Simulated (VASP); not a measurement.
# Re3RuAu (Pm-3m) in VASP: further runs

The runs below take Re3RuAu through single point, relaxation of cell and atoms, with PBE.

All numbers are computed with VASP 6.6.1; they aren't measurements. Logs are shortened: lines on timing, memory, paths and dates and some standing lists are left out, and cuts for length are marked.

## (1) The cell of the first run

The structure is cubic, space group Pm-3m (No. 221). Conventional cell: a = 4.709 Å, b = 4.709 Å, c = 4.709 Å, α = 90.00°, β = 90.00°, γ = 90.00°. Re (site symmetry 4/mmm) has 2 Au at 2.35 Å as nearest neighbours. Ru (site symmetry m-3m) is surrounded by 12 Re at 3.33 Å. Au (site symmetry m-3m) has 6 Re at 2.35 Å as nearest neighbours.

The cell was built by a generator and needn't be a form met in nature.

## (2) Single point, PBE (species swapped into the SrCoO3 type (Pm-3m, No. 221))

Input file INCAR:

```
SYSTEM = Re3RuAu
PREC = Accurate
ENCUT = 520
EDIFF = 1E-7
ISMEAR = 0
SIGMA = 0.1
LREAL = .False.
LASPH = .True.
NELM = 100
ALGO = Normal
ISIF = 2
LWAVE = .False.
LCHARG = .True.
GGA = PE
LELF = .True.
LVHAR = .True.
NBANDS = 31
```

Input file KPOINTS:

```
regular mesh
0
Gamma
  8 8 8
  0 0 0
```

Input file POSCAR:

```
Re3RuAu
1.0
    4.7093778435      0.0000000000      0.0000000000
    0.0000000000      4.7093778435      0.0000000000
    0.0000000000      0.0000000000      4.7093778435
Re Ru Au
3 1 1
Direct
    0.5000000000      0.5000000000      0.0000000000
    0.0000000000      0.5000000000      0.5000000000
    0.5000000000      0.0000000000      0.5000000000
    0.0000000000      0.0000000000      0.0000000000
    0.5000000000      0.5000000000      0.5000000000
```

Potentials or basis: VASP PAW PBE potentials, release 64 (Re, Ru_pv, Au).

Started as:

```sh
cat potpaw_PBE.64/Re/POTCAR potpaw_PBE.64/Ru_pv/POTCAR potpaw_PBE.64/Au/POTCAR > POTCAR
mpirun -np 1 vasp_std > vasp.out
```

OUTCAR:

```text
SYSTEM = Re3RuAu
   PREC = Accurate
   ENCUT = 520
   EDIFF = 1E-7
   ISMEAR = 0
   LREAL = .False.
   LASPH = .True.
   NELM = 100
   ISIF = 2
   GGA = PE

 ion  position               nearest neighbor table
   1  0.500  0.500  0.000-   5 2.35   5 2.35   4 3.33   2 3.33   2 3.33   3 3.33   3 3.33   3 3.33
                             4 3.33   3 3.33   2 3.33   4 3.33   2 3.33   4 3.33
   2  0.000  0.500  0.500-   5 2.35   5 2.35   4 3.33   1 3.33   1 3.33   4 3.33   3 3.33   4 3.33
                             4 3.33   1 3.33   3 3.33   3 3.33   1 3.33   3 3.33
   3  0.500  0.000  0.500-   5 2.35   5 2.35   4 3.33   1 3.33   1 3.33   4 3.33   1 3.33   2 3.33
                             2 3.33   1 3.33   2 3.33   4 3.33   4 3.33   2 3.33
   4  0.000  0.000  0.000-   1 3.33   2 3.33   3 3.33   2 3.33   3 3.33   1 3.33   2 3.33   2 3.33
                             1 3.33   3 3.33   3 3.33   1 3.33
   5  0.500  0.500  0.500-   1 2.35   2 2.35   3 2.35   1 2.35   3 2.35   2 2.35

  LATTYP: Found a simple cubic cell.
 ALAT       =     4.7093778435

  Lattice vectors:

 A1 = (   4.7093778435,   0.0000000000,   0.0000000000)
 A2 = (   0.0000000000,   4.7093778435,   0.0000000000)
 A3 = (   0.0000000000,   0.0000000000,   4.7093778435)

Analysis of symmetry for initial positions (statically):
=====================================================================
 Subroutine PRICEL returns:
 Original cell was already a primitive cell.

 Routine SETGRP: Setting up the symmetry group for a
 simple cubic supercell.

 Subroutine GETGRP returns: Found 48 space group operations
 (whereof 48 operations were pure point group operations)
 out of a pool of 48 trial point group operations.

The static configuration has the point symmetry O_h .

Analysis of symmetry for dynamics (positions and initial velocities):
=====================================================================
 Subroutine PRICEL returns:
 Original cell was already a primitive cell.

 Routine SETGRP: Setting up the symmetry group for a
 simple cubic supercell.

 Subroutine GETGRP returns: Found 48 space group operations
 (whereof 48 operations were pure point group operations)
 out of a pool of 48 trial point group operations.

The dynamic configuration has the point symmetry O_h .

 Subroutine INISYM returns: Found 48 space group operations
 (whereof 48 operations are pure point group operations),
 and found     1 'primitive' translations

----------------------------------------------------------------------------------------

                                     Primitive cell

  volume of cell :     104.4457

  direct lattice vectors                    reciprocal lattice vectors
     4.709377844  0.000000000  0.000000000     0.212342274  0.000000000  0.000000000
     0.000000000  4.709377844  0.000000000     0.000000000  0.212342274  0.000000000
     0.000000000  0.000000000  4.709377844     0.000000000  0.000000000  0.212342274

  length of vectors
     4.709377844  4.709377844  4.709377844     0.212342274  0.212342274  0.212342274

  position of ions in fractional coordinates (direct lattice)
     0.500000000  0.500000000  0.000000000
     0.000000000  0.500000000  0.500000000
     0.500000000  0.000000000  0.500000000
     0.000000000  0.000000000  0.000000000
     0.500000000  0.500000000  0.500000000

  ion indices of the primitive-cell ions
   primitive index   ion index
                 1           1
                 2           2
                 3           3
                 4           4
                 5           5

----------------------------------------------------------------------------------------

 KPOINTS: regular mesh

Automatic generation of k-mesh.
 Grid dimensions read from file:
 generate k-points for:    8    8    8

 Generating k-lattice:

  Cartesian coordinates                     Fractional coordinates (reciprocal lattice)
     0.026542784  0.000000000  0.000000000     0.125000000  0.000000000  0.000000000
     0.000000000  0.026542784  0.000000000     0.000000000  0.125000000  0.000000000
     0.000000000  0.000000000  0.026542784     0.000000000  0.000000000  0.125000000

  Length of vectors
     0.026542784  0.026542784  0.026542784

  Shift w.r.t. Gamma in fractional coordinates (k-lattice)
     0.000000000  0.000000000  0.000000000

 Subroutine IBZKPT returns following result:
 ===========================================

 Found     35 irreducible k-points:

 Following reciprocal coordinates:
            Coordinates               Weight
  0.000000  0.000000  0.000000      1.000000
  0.125000  0.000000  0.000000      6.000000
  0.250000  0.000000  0.000000      6.000000
  0.375000  0.000000  0.000000      6.000000
  0.500000  0.000000  0.000000      3.000000
  0.125000  0.125000  0.000000     12.000000
[... 16 lines left out ...]
  0.375000  0.375000  0.125000     24.000000
  0.500000  0.375000  0.125000     24.000000
 [... further k-points ...]
   k-points           NKPTS =     35   k-points in BZ     NKDIM =     35   number of bands    NBANDS=     31
   number of dos      NEDOS =    301   number of ions     NIONS =      5
   total plane-waves  NPLWV =  46656
   dimension x,y,z NGX =    36 NGY =   36 NGZ =   36
   dimension x,y,z NGXF=    72 NGYF=   72 NGZF=   72
   ions per type =               3   1   1
   NGX,Y,Z   is equivalent  to a cutoff of  12.71, 12.71, 12.71 a.u.
   NGXF,Y,Z  is equivalent  to a cutoff of  25.42, 25.42, 25.42 a.u.
 SYSTEM =  Re3RuAu
   PREC   = accura    normal or accurate (medium, high low for compatibility)
   ISTART =      0    job   : 0-new  1-cont  2-samecut
   ICHARG =      2    charge: 1-file 2-atom 10-const
   ISPIN  =      1    spin polarized calculation?
   LNONCOLLINEAR =      F non collinear calculations
   LSORBIT =      F    spin-orbit coupling
   LASPH  =      T    aspherical Exc in radial PAW
   ENCUT  =  520.0 eV  38.22 Ry    6.18 a.u.   8.76  8.76  8.76*2*pi/ulx,y,z
   NELM   =    100;   NELMIN=  2; NELMDL= -5     # of ELM steps
   EDIFF  = 0.1E-06   stopping-criterion for ELM
   LREAL  =      F    real-space projection
   EDIFFG = 0.1E-05   stopping-criterion for IOM
   NSW    =      0    number of steps for IOM
   IBRION =     -1    ionic relax: 0-MD 1-quasi-New 2-CG
   NFREE  =      0    steps in history (QN), initial steepest desc. (CG)
   ISIF   =      2    stress and relaxation
   ISYM   =      2    0-nonsym 1-usesym 2-fastsym
   POTIM  = 0.5000    time-step for ionic-motion
   TEBEG  =    0.0;   TEEND  =   0.0 temperature during run
   PSTRESS=    0.0 pullay stress
   NELECT =      46.0000    total number of electrons
   NUPDOWN=      -1.0000    fix difference up-down
   EMIN   =  10.00;   EMAX   =-10.00  energy-range for DOS
   EFERMI =   0.00;   METHOD = LEGACY
   ISMEAR =     0;   SIGMA  =   0.10  broadening in eV -4-tet -1-fermi 0-gaus
   EFERMI_NEDOS =   21; number of points for ismear=-14 and -15
   IALGO  =     38    algorithm
   IMIX   =      4    mixing-type and parameters
     AMIX     =   0.40;   BMIX     =  1.00
     AMIX_MAG =   1.60;   BMIX_MAG =  1.00
  volume/ion in A,a.u.               =      20.89       140.97
  Fermi-wavevector in a.u.,A,eV,Ry     =   1.245558  2.353763 21.108274  1.551414
  Thomas-Fermi vector in A             =   2.379775
   LORBIT       =      0    0 simple, 1 ext, 2 COOP (PROOUT), +10 PAW based schemes
   GGA     = PE    functional components
   LHFCALC =     F    Hartree Fock is set to
   AEXX    =    0.0000 exact exchange contribution
   IVDW    =     0    specifies the selected vdW correction
   LEPSILON=     F    determine dielectric tensor
   LRPA    =     F    only Hartree local field effects (RPA)
 non-spin polarized calculation
 Gauss-broadening in eV      SIGMA  =   0.10
  energy-cutoff  :      520.00
  volume of cell :      104.45
 maximum number of plane-waves:      2841
 NGX is ok and might be reduce to    36
   NGX = 17   NGY = 17   NGZ = 17

 number of electron      45.9999994 magnetization

 Free energy of the ion-electron system (eV)
  ---------------------------------------------------
  ext. energy  EPLUGINS =         0.00000000
  ---------------------------------------------------
  free energy    TOTEN  =       -33.71597591 eV

  energy without entropy =      -33.67372100  energy(sigma->0) =      -33.69484845

 E-fermi :   5.5317     XC(G=0): -11.5787

 val. band max:        5.5313999574   @ k =   0.5000   0.3750   0.3750
 cond. band min:       5.5319115911   @ k =   0.3750   0.1250   0.1250
 fundamental gap:      0.0005116337
 Fermi energy:         5.5317216184

 k-point     1 :       0.0000    0.0000    0.0000
  band No.  band energies     occupation
      1     -36.5640      2.00000
      2     -36.5640      2.00000
      3     -36.5640      2.00000
      4      -3.8606      2.00000
      5      -3.6676      2.00000
      6      -3.6676      2.00000
[... 23 lines left out ...]
     30       6.7672      0.00000
     31       7.9259      0.00000

 k-point     2 :       0.1250    0.0000    0.0000
  band No.  band energies     occupation
      1     -36.5641      2.00000
      2     -36.5640      2.00000
      3     -36.5640      2.00000
      4      -3.7846      2.00000
      5      -3.6647      2.00000
      6      -3.4605      2.00000
[... 23 lines left out ...]
     30       7.3686      0.00000
     31       7.6466      0.00000

 k-point     3 :       0.2500    0.0000    0.0000
  band No.  band energies     occupation
      1     -36.5643      2.00000
      2     -36.5641      2.00000
      3     -36.5641      2.00000
      4      -3.7159      2.00000
      5      -3.6576      2.00000
      6      -2.7284      2.00000
[... 703 lines left out ...]
     30       7.0337      0.00000
     31       7.1008      0.00000

 k-point    24 :       0.5000    0.3750    0.1250
  band No.  band energies     occupation
      1     -36.5645      2.00000
      2     -36.5644      2.00000
      3     -36.5642      2.00000
      4      -3.3563      2.00000
      5      -2.1195      2.00000
      6      -2.0270      2.00000
[... 23 lines left out ...]
     30       6.8331      0.00000
     31       7.1868      0.00000

 [... further k-points ...]

------------------------ aborting loop because EDIFF is reached ----------------------------------------

  FORCE on cell =-STRESS in cart. coord.  units (eV):
  Direction    XX          YY          ZZ          XY          YZ          ZX
  --------------------------------------------------------------------------------------
  -------------------------------------------------------------------------------------
  Total       -0.4917309     -0.4917309     -0.4917309      0.0000000     -0.0000000      0.0000000
  in kB       -7.5430582     -7.5430582     -7.5430582      0.0000000     -0.0000000      0.0000000
  external PRESSURE =      -7.5430582 kB  Pullay stress =       0.0000000 kB

 VOLUME and BASIS-vectors are now :
 -----------------------------------------------------------------------------
  energy-cutoff  :      520.00
  volume of cell :      104.45
      direct lattice vectors                 reciprocal lattice vectors
     4.709377844  0.000000000  0.000000000     0.212342274  0.000000000  0.000000000
     0.000000000  4.709377844  0.000000000     0.000000000  0.212342274  0.000000000
     0.000000000  0.000000000  4.709377844     0.000000000  0.000000000  0.212342274

 POSITION                                       TOTAL-FORCE (eV/Angst)
 -----------------------------------------------------------------------------------
      2.35469      2.35469      0.00000         0.000000      0.000000      0.000000
      0.00000      2.35469      2.35469         0.000000      0.000000      0.000000
      2.35469      0.00000      2.35469         0.000000      0.000000      0.000000
      0.00000      0.00000      0.00000         0.000000      0.000000      0.000000
      2.35469      2.35469      2.35469         0.000000      0.000000      0.000000
 -----------------------------------------------------------------------------------
    total drift:                                0.000000      0.000000      0.000000

  FREE ENERGIE OF THE ION-ELECTRON SYSTEM (eV)
  ---------------------------------------------------
  free  energy   TOTEN  =       -33.7159759117 eV

  energy  without entropy=      -33.6737209952  energy(sigma->0) =      -33.69484845
```

Run time: 1.9 min. Hardware: 1 thread of AMD EPYC 9R45 (Zen 5), shared host; peak memory 0.25 GiB.

Results:

- Free energy: -33.7160 eV
- Pressure: -0.8 GPa
- Band gap on the k mesh: none (metal or under the smearing width)

(Part 1 of 2 ends here.)
